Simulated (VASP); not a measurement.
# What spin-orbit coupling changes in ScGe2, part 3 of 4

Aim: run bands, DOS and a relaxation of ScGe2 twice, without and with spin-orbit coupling. All runs use r2SCAN. The start is a computed cell from the Materials Project.

VASP 6.6.1, plane waves and PAW; the level of theory is named at each step.

So far. Step 2 (Reference run): The pressure is -0.17 GPa and the largest force 0.043 eV/Å, so the cell is not at a minimum at these settings. Step 3 (Band structure (r2SCAN)): There is no gap at this level.

### Step 4. Bands along the symmetry lines (r2SCAN + SOC)

This step: r2SCAN, spin-orbit coupling; plane waves and PAW (Sc_sv, Ge_d) (VASP 6.6.1).

Levels along the symmetry lines show where the bands peak and cross; KPOINTS_OPT computes them in the converged potential. Spin-orbit coupling needs spinors and the noncollinear program, where each band holds one electron.

The input, INCAR:

```
SYSTEM = ScGe2
PREC = Accurate
ENCUT = 410
EDIFF = 1E-06
NELM = 100
ISMEAR = -1
SIGMA = 0.05
LREAL = .FALSE.
ALGO = Normal
METAGGA = R2SCAN
LASPH = .TRUE.
LNONCOLLINEAR = .TRUE.
MAGMOM = 0 0 0 0 0 0 0 0 0 0 0 0 0 0 0 0 0 0
NBANDS = 96
GGA_COMPAT = .FALSE.
LSORBIT = .TRUE.
LMAXMIX = 4
LORBIT = 11
LWAVE = .FALSE.
LCHARG = .FALSE.
KPAR = 4
```

The input, POSCAR:

```
ScGe2
1.0
    0.0000000000      0.0000000000     -3.7918172400
   -3.8578657792      0.0000000000      0.0000000000
   -1.9289328896      7.5461424726      0.0000000000
Sc Ge
2 4
Direct
    0.2500000000      0.8968537000      0.2062926000
    0.7500000000      0.1031463000      0.7937074000
    0.2500000000      0.5554369800      0.8891260400
    0.7500000000      0.4445630200      0.1108739600
    0.2500000000      0.2521222200      0.4957555600
    0.7500000000      0.7478777800      0.5042444400
```

The input, KPOINTS:

```
Automatic mesh
0
Gamma
7 7 7
0 0 0
```

The input, KPOINTS_OPT:

```
Line mode
16
Line-mode
Reciprocal
  0.00000000   0.00000000   0.00000000 GAMMA
  0.00000000  -0.53267038  -0.26633519 X

  0.00000000  -0.53267038  -0.26633519 X
  0.00000000  -0.50000000   0.00000000 S

  0.00000000  -0.50000000   0.00000000 S
 -0.50000000  -0.50000000   0.00000000 R

 -0.50000000  -0.50000000   0.00000000 R
 -0.50000000  -0.53267038  -0.26633519 A

 -0.50000000  -0.53267038  -0.26633519 A
 -0.50000000   0.00000000   0.00000000 Z

 -0.50000000   0.00000000   0.00000000 Z
  0.00000000   0.00000000   0.00000000 GAMMA

  0.00000000   0.00000000   0.00000000 GAMMA
  0.00000000   0.00000000   0.50000000 Y

  0.00000000   0.00000000   0.50000000 Y
  0.00000000  -0.46732962   0.26633519 X1

  0.00000000  -0.46732962   0.26633519 X1
 -0.50000000  -0.46732962   0.26633519 A1

 -0.50000000  -0.46732962   0.26633519 A1
 -0.50000000   0.00000000   0.50000000 T

 -0.50000000   0.00000000   0.50000000 T
  0.00000000   0.00000000   0.50000000 Y

 -0.50000000   0.00000000   0.00000000 Z
 -0.50000000   0.00000000   0.50000000 T
```

PAW data sets: Sc_sv and Ge_d (PBE family, release 64).

Launch:

```
$ mpirun -np 4 vasp_ncl
```

The log of the run:

```text
[... set-up lines as in an earlier step ...]
 entering main loop
       N       E                     dE             d eps       ncg     rms          rms(c)
DAV:   1     0.127932602173E+04    0.12793E+04   -0.28167E+04 14360   0.379E+03
DAV:   2     0.223063442534E+03   -0.10563E+04   -0.10105E+04 12816   0.113E+03
DAV:   3    -0.503334252038E+02   -0.27340E+03   -0.26225E+03 13312   0.376E+02
DAV:   4    -0.918715442776E+02   -0.41538E+02   -0.39760E+02 17288   0.148E+02
DAV:   5    -0.941381790416E+02   -0.22666E+01   -0.22321E+01 18896   0.387E+01    0.138E+01
DAV:   6    -0.814629959655E+02    0.12675E+02   -0.93439E+00 16376   0.521E+01    0.335E+00
DAV:   7    -0.817431371699E+02   -0.28014E+00   -0.39808E+00 16488   0.149E+01    0.210E+00
DAV:   8    -0.817387771701E+02    0.43600E-02   -0.30221E-01 16880   0.533E+00    0.141E+00
DAV:   9    -0.817456633957E+02   -0.68862E-02   -0.50397E-02 19120   0.221E+00    0.299E-01
DAV:  10    -0.817461198685E+02   -0.45647E-03   -0.66456E-03 17720   0.867E-01    0.126E-01
DAV:  11    -0.817460137855E+02    0.10608E-03   -0.71203E-04 18128   0.337E-01    0.799E-02
DAV:  12    -0.817459558167E+02    0.57969E-04   -0.26624E-04 19944   0.184E-01    0.152E-02
DAV:  13    -0.817459755528E+02   -0.19736E-04   -0.52178E-05 16712   0.697E-02    0.911E-03
DAV:  14    -0.817459728788E+02    0.26740E-05   -0.32741E-06 14184   0.231E-02    0.545E-03
DAV:  15    -0.817459711459E+02    0.17329E-05   -0.19022E-06 11080   0.157E-02    0.244E-03
DAV:  16    -0.817459708286E+02    0.31725E-06   -0.41167E-07  8192   0.101E-02
   1 F= -.81745971E+02 E0= -.81737466E+02  d E =-.170103E-01  mag=     0.0000    -0.0000    -0.0000
 Start KPOINTS_OPT (optional k-point list driver)
k-point batch [1-64\192]
       N       E                     dE             ncg
DAV:   1     0.131850400324E+05   -0.10300E+06    14304
DAV:   2    -0.550611101397E+05   -0.68246E+05    12712
DAV:   3    -0.718344250692E+05   -0.16773E+05    12376
DAV:   4    -0.745193995275E+05   -0.26850E+04    16432
DAV:   5    -0.746550802598E+05   -0.13568E+03    16880
DAV:   6    -0.746615081364E+05   -0.64279E+01    19248
DAV:   7    -0.746616597013E+05   -0.15156E+00    19328
DAV:   8    -0.746616663809E+05   -0.66796E-02    19480
DAV:   9    -0.746616666679E+05   -0.28701E-03    19088
DAV:  10    -0.746616666857E+05   -0.17754E-04    12120
DAV:  11    -0.746616666872E+05   -0.15558E-05     9272
DAV:  12    -0.746616666878E+05   -0.58665E-06     9136
[...]
k-point batch [129-192\192]
       N       E                     dE             ncg
DAV:   1     0.136053849040E+05   -0.10129E+06    14440
DAV:   2    -0.549923518035E+05   -0.68598E+05    12600
DAV:   3    -0.717926311373E+05   -0.16800E+05    12376
DAV:   4    -0.744556066039E+05   -0.26630E+04    16560
DAV:   5    -0.745881384075E+05   -0.13253E+03    16624
DAV:   6    -0.745944222307E+05   -0.62838E+01    19448
DAV:   7    -0.745945571422E+05   -0.13491E+00    19320
DAV:   8    -0.745945628515E+05   -0.57093E-02    19576
DAV:   9    -0.745945631271E+05   -0.27562E-03    19064
DAV:  10    -0.745945631455E+05   -0.18370E-04    11840
DAV:  11    -0.745945631471E+05   -0.15898E-05     9120
DAV:  12    -0.745945631476E+05   -0.56499E-06     9152
```

Run time: 39 min. Hardware: 4 MPI ranks of Intel Xeon 6975P-C (Granite Rapids), shared host; peak memory 5 GiB.

Parts of OUTCAR (step 4):

```text
 Found     64 irreducible k-points:

   k-points           NKPTS =     64   k-points in BZ     NKDIM =     64   number of bands    NBANDS=     96

   NELECT =      78.0000    total number of electrons

 E-fermi :   6.1828

 k-point     1 :       0.0000    0.0000    0.0000
  band No.  band energies     occupation
    ...
     74       4.6353      1.00000
     75       4.7232      1.00000
     76       4.7232      1.00000
     77       5.6212      0.99999
     78       5.6212      0.99999
     79       6.9059      0.00000
     80       6.9059      0.00000
     81       8.5042      0.00000
     82       8.5042      0.00000
     83       8.7382      0.00000
    ...

 k-point     2 :       0.1429    0.0000    0.0000
  band No.  band energies     occupation
    ...
     74       4.8250      1.00000
     75       5.3429      1.00000
     76       5.3429      1.00000
     77       5.5140      1.00000
     78       5.5140      1.00000
     79       7.6051      0.00000
     80       7.6051      0.00000
     81       7.7579      0.00000
     82       7.7579      0.00000
     83       8.1594      0.00000
    ...

  Total        0.0597102     -0.2711520     -0.1199199      0.0000000      0.0000000      0.0000000
  in kB        0.8666422     -3.9355356     -1.7405340      0.0000000      0.0000000      0.0000000
  external PRESSURE =      -1.6031424 kB  Pullay stress =       0.0000000 kB

 POSITION                                       TOTAL-FORCE (eV/Angst)
 -----------------------------------------------------------------------------------
     -3.85787      1.55671     -0.94795         0.000000      0.004917     -0.000000
     -1.92893      5.98943     -2.84386         0.000000     -0.004917     -0.000000
     -3.85787      6.70947     -0.94795        -0.000000     -0.041862     -0.000000
     -1.92893      0.83667     -2.84386         0.000000      0.041862      0.000000
     -1.92893      3.74104     -0.94795         0.000000      0.010941      0.000000
     -3.85787      3.80510     -2.84386        -0.000000     -0.010941     -0.000000
 -----------------------------------------------------------------------------------
    total drift:                               -0.000000      0.000000     -0.000000

  FREE ENERGIE OF THE ION-ELECTRON SYSTEM (eV)
  ---------------------------------------------------
  free  energy   TOTEN  =       -81.7459708286 eV

  energy  without entropy=      -81.7289605219  energy(sigma->0) =      -81.73746568

 Spin-Orbit-Coupling matrix elements
 Ion:    1  E_soc:     -0.0070955
 Ion:    2  E_soc:     -0.0070955
 Ion:    3  E_soc:     -0.0182166
 Ion:    4  E_soc:     -0.0182166
 Ion:    5  E_soc:     -0.0178091
 Ion:    6  E_soc:     -0.0178091

 total charge
# of ion       s       p       d       tot
------------------------------------------
    1        2.159   6.134   1.115   9.409
    2        2.159   6.134   1.115   9.409
    3        1.150   1.277  10.019  12.446
    4        1.150   1.277  10.019  12.446
    5        1.144   1.168  10.018  12.329
    6        1.144   1.168  10.018  12.329
--------------------------------------------------
tot          8.906  17.158  42.303  68.368

 magnetization (x)
# of ion       s       p       d       tot
------------------------------------------
    1        0.000   0.000   0.000   0.000
    2        0.000   0.000   0.000   0.000
    3        0.000   0.000   0.000   0.000
    4        0.000   0.000   0.000   0.000
    5        0.000   0.000   0.000   0.000
    6        0.000   0.000   0.000   0.000
--------------------------------------------------
tot          0.000   0.000   0.000   0.000

 magnetization (y)
# of ion       s       p       d       tot
------------------------------------------
    1        0.000   0.000   0.000   0.000
    2        0.000   0.000   0.000   0.000
    3        0.000   0.000   0.000   0.000
    4        0.000   0.000   0.000   0.000
    5        0.000   0.000   0.000   0.000
    6        0.000   0.000   0.000   0.000
--------------------------------------------------
tot          0.000   0.000   0.000   0.000

 magnetization (z)
# of ion       s       p       d       tot
------------------------------------------
    1        0.000   0.000   0.000   0.000
    2        0.000   0.000   0.000   0.000
    3        0.000   0.000   0.000   0.000
    4        0.000   0.000   0.000   0.000
    5        0.000   0.000   0.000   0.000
    6        0.000   0.000   0.000   0.000
--------------------------------------------------
tot          0.000   0.000   0.000   0.000

[... 8 parts as in an earlier step ...]

[... 5 further parts left out ...]
```

Numbers from this step:

```
SCF cycles              : 16
bands                   : 96
free energy (TOTEN)     : -81.7460 eV
energy at zero smearing : -81.7375 eV
Fermi energy            : 6.183 eV
pressure                : -0.1603 GPa
```

On-site spin-orbit energy by atom:

| atom | on-site spin-orbit energy (eV) |
| --- | --- |
| Sc1 | -0.0071 |
| Sc2 | -0.0071 |
| Ge3 | -0.0182 |
| Ge4 | -0.0182 |
| Ge5 | -0.0178 |
| Ge6 | -0.0178 |

The electronic bands at the labelled points (eV, zero at the Fermi level; # counts the bands kept, so #1 is VASP's band 57):

| point | #17 | #18 | #19 | #20 | #21 | #22 | #23 | #24 |
| --- | --- | --- | --- | --- | --- | --- | --- | --- |
| Γ | -1.55 | -1.55 | -1.46 | -1.46 | -0.56 | -0.56 | 0.72 | 0.72 |
| 0.47 of the way | -1.18 | -1.18 | -0.77 | -0.77 | -0.02 | -0.02 | 0.72 | 0.72 |
| X | -0.25 | -0.25 | -0.12 | -0.12 | 0.79 | 0.79 | 0.88 | 0.88 |
| 0.53 of the way | -0.54 | -0.54 | -0.05 | -0.05 | 0.81 | 0.81 | 0.86 | 0.86 |
| S | -0.86 | -0.86 | -0.02 | -0.02 | 0.82 | 0.82 | 0.89 | 0.89 |
| 0.53 of the way | -2.53 | -2.53 | -1.75 | -1.75 | -0.81 | -0.81 | -0.73 | -0.73 |
| R | -2.60 | -2.60 | -2.60 | -2.60 | -1.25 | -1.25 | -1.25 | -1.25 |
| 0.53 of the way | -2.67 | -2.67 | -2.66 | -2.66 | -1.24 | -1.24 | -1.24 | -1.24 |
| A | -2.76 | -2.76 | -2.72 | -2.72 | -1.24 | -1.24 | -1.24 | -1.24 |
| 0.53 of the way | -1.90 | -1.90 | -1.89 | -1.89 | -0.47 | -0.47 | -0.44 | -0.44 |
| Z | -0.24 | -0.24 | -0.24 | -0.24 | 0.96 | 0.96 | 0.96 | 0.96 |
| 0.47 of the way | -1.04 | -1.04 | -0.56 | -0.56 | 0.23 | 0.23 | 0.65 | 0.65 |
| Γ | -1.55 | -1.55 | -1.46 | -1.46 | -0.56 | -0.56 | 0.72 | 0.72 |
| 0.47 of the way | -1.45 | -1.45 | -0.81 | -0.81 | -0.40 | -0.40 | 0.70 | 0.70 |
| Y | -1.44 | -1.44 | -0.83 | -0.83 | -0.05 | -0.05 | 1.03 | 1.03 |
| 0.47 of the way | -1.29 | -1.29 | -0.66 | -0.66 | 1.14 | 1.14 | 1.20 | 1.20 |
| X1 | -0.25 | -0.25 | -0.12 | -0.12 | 0.79 | 0.79 | 0.88 | 0.88 |
| 0.47 of the way | -2.08 | -2.08 | -2.03 | -2.03 | -0.67 | -0.67 | -0.46 | -0.46 |
| A1 | -2.76 | -2.76 | -2.72 | -2.72 | -1.24 | -1.24 | -1.24 | -1.24 |
| 0.53 of the way | -1.97 | -1.97 | -1.96 | -1.96 | -1.37 | -1.37 | -1.36 | -1.36 |
| T | -0.93 | -0.93 | -0.93 | -0.93 | 0.38 | 0.38 | 0.38 | 0.38 |
| 0.53 of the way | -0.81 | -0.81 | -0.21 | -0.21 | -0.20 | -0.20 | 0.48 | 0.48 |
| Y | -1.44 | -1.44 | -0.83 | -0.83 | -0.05 | -0.05 | 1.03 | 1.03 |
| jump to Z | -0.24 | -0.24 | -0.24 | -0.24 | 0.96 | 0.96 | 0.96 | 0.96 |
| 0.47 of the way | -0.95 | -0.95 | -0.95 | -0.95 | 0.68 | 0.68 | 0.68 | 0.68 |
| T | -0.93 | -0.93 | -0.93 | -0.93 | 0.38 | 0.38 | 0.38 | 0.38 |

Of the projections kept (Sc, Ge), the largest for each band there; the rest of the weight can lie on other orbitals:

| point | #17 | #18 | #19 | #20 | #21 | #22 | #23 | #24 |
| --- | --- | --- | --- | --- | --- | --- | --- | --- |
| Γ | Ge 0.64 | Ge 0.64 | Ge 0.64 | Ge 0.64 | Sc 0.77 | Sc 0.77 | Sc 0.57 | Sc 0.57 |
| X | Sc 0.51 | Sc 0.51 | Ge 0.52 | Ge 0.52 | Sc 0.71 | Sc 0.71 | Sc 0.55 | Sc 0.55 |
| S | Ge 0.66 | Ge 0.66 | Sc 0.54 | Sc 0.54 | Ge 0.66 | Ge 0.66 | Sc 0.76 | Sc 0.76 |
| R | Ge 0.72 | Ge 0.72 | Ge 0.72 | Ge 0.72 | Ge 0.51 | Ge 0.51 | Ge 0.51 | Ge 0.51 |
| A | Ge 0.76 | Ge 0.76 | Ge 0.77 | Ge 0.77 | Ge 0.52 | Ge 0.52 | Ge 0.52 | Ge 0.52 |
| Z | Sc 0.63 | Sc 0.63 | Sc 0.63 | Sc 0.63 | Ge 0.61 | Ge 0.61 | Ge 0.61 | Ge 0.61 |

There is no gap at this level. Without the coupling there was no gap either. The run took 6.9 times the core time, with 96 spinor bands against 58.

Of the bands kept, 6 cross the Fermi level on this path (spinor bands, one electron each).

### Step 5. Density of states (r2SCAN)

This step: r2SCAN; plane waves and PAW (Sc_sv, Ge_d) (VASP 6.6.1).

Here the states are counted by energy and projected on the atoms.

The input, INCAR:

```
SYSTEM = ScGe2
PREC = Accurate
ENCUT = 410
EDIFF = 1E-06
NELM = 100
ISMEAR = -5
SIGMA = 0.05
LREAL = .FALSE.
ALGO = Normal
METAGGA = R2SCAN
LASPH = .TRUE.
NBANDS = 58
LORBIT = 11
LWAVE = .FALSE.
LCHARG = .FALSE.
KPAR = 4
NEDOS = 2001
```

POSCAR is that of step 4.

KPOINTS is that of step 4.

Launch:

```
$ mpirun -np 4 vasp_std
```

The log of the run:

```text
[... set-up lines as in an earlier step ...]
 entering main loop
       N       E                     dE             d eps       ncg     rms          rms(c)
DAV:   1     0.919439641284E+03    0.91944E+03   -0.29801E+04  9260   0.309E+03
DAV:   2     0.826195800325E+02   -0.83682E+03   -0.79571E+03  7424   0.848E+02
DAV:   3    -0.796828224141E+02   -0.16230E+03   -0.15695E+03  7536   0.237E+02
DAV:   4    -0.935728586349E+02   -0.13890E+02   -0.13630E+02 10086   0.808E+01
DAV:   5    -0.941220979956E+02   -0.54924E+00   -0.54769E+00 10864   0.175E+01    0.137E+01
DAV:   6    -0.815395555082E+02    0.12583E+02   -0.62128E+00 10328   0.317E+01    0.321E+00
DAV:   7    -0.816704432186E+02   -0.13089E+00   -0.15833E+00  9776   0.793E+00    0.196E+00
DAV:   8    -0.816898657930E+02   -0.19423E-01   -0.13899E-01 10062   0.363E+00    0.108E+00
DAV:   9    -0.816896950837E+02    0.17071E-03   -0.34736E-02 10088   0.208E+00    0.199E-01
DAV:  10    -0.816896112500E+02    0.83834E-04   -0.57596E-03 10386   0.729E-01    0.101E-01
DAV:  11    -0.816895649573E+02    0.46293E-04   -0.64448E-04 11176   0.248E-01    0.222E-02
DAV:  12    -0.816895793148E+02   -0.14358E-04   -0.83632E-05  8808   0.123E-01    0.153E-02
DAV:  13    -0.816895786505E+02    0.66432E-06   -0.25879E-05  9362   0.383E-02    0.735E-03
DAV:  14    -0.816895766366E+02    0.20139E-05   -0.21802E-06  7406   0.134E-02    0.259E-03
DAV:  15    -0.816895769395E+02   -0.30291E-06   -0.89924E-07  4398   0.771E-03
   1 F= -.81689577E+02 E0= -.81689577E+02  d E =0.000000E+00
 -----------------------------------------------------------------------------
|                                                                             |
|           W    W    AA    RRRRR   N    N  II  N    N   GGGG   !!!           |
|           W    W   A  A   R    R  NN   N  II  NN   N  G    G  !!!           |
|           W    W  A    A  R    R  N N  N  II  N N  N  G       !!!           |
|           W WW W  AAAAAA  RRRRR   N  N N  II  N  N N  G  GGG   !            |
|           WW  WW  A    A  R   R   N   NN  II  N   NN  G    G                |
|           W    W  A    A  R    R  N    N  II  N    N   GGGG   !!!           |
|                                                                             |
|     Tetrahedron method does not include variations of the Fermi             |
|     occupations, so forces and stress will be inaccurate. We suggest        |
|     using a different smearing scheme ISMEAR = 1 or 2 for metals in         |
|     relaxations.                                                            |
|                                                                             |
 -----------------------------------------------------------------------------
```

It took 2.1 min on 4 MPI ranks; peak memory 1.4 GiB.

Parts of OUTCAR (step 5):

```text
   NELECT =      78.0000    total number of electrons

 E-fermi :   6.1296

 k-point     1 :       0.0000    0.0000    0.0000
  band No.  band energies     occupation
    ...
     35       4.2524      2.00000
     36       4.5167      2.00000
     37       4.6186      2.00000
     38       4.7295      2.00000
     39       5.6239      2.09968
     40       6.9112      0.00000
     41       8.5131      0.00000
     42       8.7389      0.00000
     43       8.7533      0.00000
     44       8.9331      0.00000
    ...

  Total       -0.1945985     -0.4184800      0.2287214      0.0000000     -0.0000000      0.0000000
  in kB       -2.8244284     -6.0738736      3.3196922      0.0000000     -0.0000000      0.0000000
  external PRESSURE =      -1.8595366 kB  Pullay stress =       0.0000000 kB

 POSITION                                       TOTAL-FORCE (eV/Angst)
 -----------------------------------------------------------------------------------
     -3.85787      1.55671     -0.94795         0.000000      0.001253      0.000000
     -1.92893      5.98943     -2.84386        -0.000000     -0.001253      0.000000
     -3.85787      6.70947     -0.94795         0.000000     -0.056511      0.000000
     -1.92893      0.83667     -2.84386         0.000000      0.056511      0.000000
     -1.92893      3.74104     -0.94795         0.000000     -0.022841      0.000000
     -3.85787      3.80510     -2.84386         0.000000      0.022841      0.000000
 -----------------------------------------------------------------------------------
    total drift:                               -0.000000      0.000000      0.000000

  FREE ENERGIE OF THE ION-ELECTRON SYSTEM (eV)
  ---------------------------------------------------
  free  energy   TOTEN  =       -81.6895769395 eV

  energy  without entropy=      -81.6895769395  energy(sigma->0) =      -81.68957694

[... 9 parts as in an earlier step ...]

[... 8 further parts left out ...]
```

With tetrahedra the forces and stress of a metal are not exact derivatives of the energy.

This step gave:

| Property | Result |
| --- | --- |
| SCF cycles | 15 |
| bands | 58 |
| free energy (TOTEN) | -81.6896 eV |
| Fermi energy | 6.130 eV |
| pressure | -0.1860 GPa |
| DOS at the Fermi level | 2.476 states/eV/cell |

The density of states has structure finer than the step of the table below, so its rows give means over 1 eV, whole bins alone (the curve runs from -12.0 to 3.09 eV). Peaks (eV: height): total -8.1: 2.42, -7.7: 2.48, -4.3: 3.25, -1.0: 4.52; Sc d -1.0: 1.08; Ge p -4.3: 1.08, -2.9: 1.13, -2.2: 1.42, -1.0: 1.28; Ge s -10.9: 1.02, -8.1: 1.27, -7.7: 1.39; Ge d -7.7: 0.0369, -0.4: 0.103, 2.1: 0.167, 2.7: 0.243.

States under -12.0 eV and over 3.1 eV are left out. The density of states by energy, zero at the Fermi level; means over each step; values in states/eV/cell:

| energy (eV) | total | Sc d | Ge p | Ge s | Ge d | Sc p | Sc s |
| --- | --- | --- | --- | --- | --- | --- | --- |
| -11 | 1.41 | 0.00932 | 0.0494 | 0.751 | 0.00528 | 0.0243 | 0.0217 |
| -10 | 1.44 | 0.0184 | 0.0784 | 0.753 | 0.00687 | 0.0231 | 0.0141 |
| -9 | 0.866 | 0.0171 | 0.0582 | 0.446 | 0.00609 | 0.0121 | 0.00488 |
| -8 | 1.54 | 0.0392 | 0.106 | 0.795 | 0.0148 | 0.0193 | 0.00990 |
| -7 | 1.38 | 0.0430 | 0.0999 | 0.699 | 0.0127 | 0.0161 | 0.0159 |
| -6 | 0.631 | 0.0173 | 0.0564 | 0.316 | 0.00471 | 0.00885 | 0.00784 |
| -5 | 0.790 | 0.0305 | 0.217 | 0.112 | 0.00584 | 0.0125 | 0.0367 |
| -4 | 2.00 | 0.0977 | 0.652 | 0.113 | 0.0215 | 0.0391 | 0.0868 |
| -3 | 2.68 | 0.190 | 0.918 | 0.101 | 0.0407 | 0.0901 | 0.0582 |
| -2 | 3.61 | 0.477 | 1.22 | 0.0902 | 0.0623 | 0.111 | 0.0341 |
| -1 | 3.61 | 0.854 | 1.02 | 0.0971 | 0.0835 | 0.0652 | 0.0190 |
| 0 | 2.59 | 0.813 | 0.645 | 0.0808 | 0.0747 | 0.0222 | 0.0102 |
| 1 | 1.56 | 0.604 | 0.317 | 0.0774 | 0.0553 | 0.0114 | 0.00912 |
| 2 | 3.56 | 1.85 | 0.447 | 0.157 | 0.138 | 0.0266 | 0.0302 |

Force by atom:

| atom | x (eV/Å) | y (eV/Å) | z (eV/Å) | size |
| --- | --- | --- | --- | --- |
| Sc1 | 0.0000 | 0.0013 | 0.0000 | 0.0013 |
| Sc2 | 0.0000 | -0.0013 | 0.0000 | 0.0013 |
| Ge3 | 0.0000 | -0.0565 | 0.0000 | 0.0565 |
| Ge4 | 0.0000 | 0.0565 | 0.0000 | 0.0565 |
| Ge5 | 0.0000 | -0.0228 | 0.0000 | 0.0228 |
| Ge6 | 0.0000 | 0.0228 | 0.0000 | 0.0228 |

Of the states within 0.3 eV of the Fermi level, the largest shares in the PAW spheres are Sc d 32 % and Ge p 25 %. The rest lies in smaller channels or between the spheres.

(Continued in part 4 of 4.)

[Lines on the potential files, build, host, timing and source positions are cut from VASP's logs without a mark.]

[Logs are printed without paths, hosts, clocks, repeated set-up lines and the standing remarks that a program may print on its own settings, such as how far it seeks lower states.]

[Hosts, paths, dates, database ids (printed as entryN), source tags and the programs' standing remarks are cut or masked in the printed files.]

[A measured line is paired with the nearest computed mode of its activity, which favours agreement.]
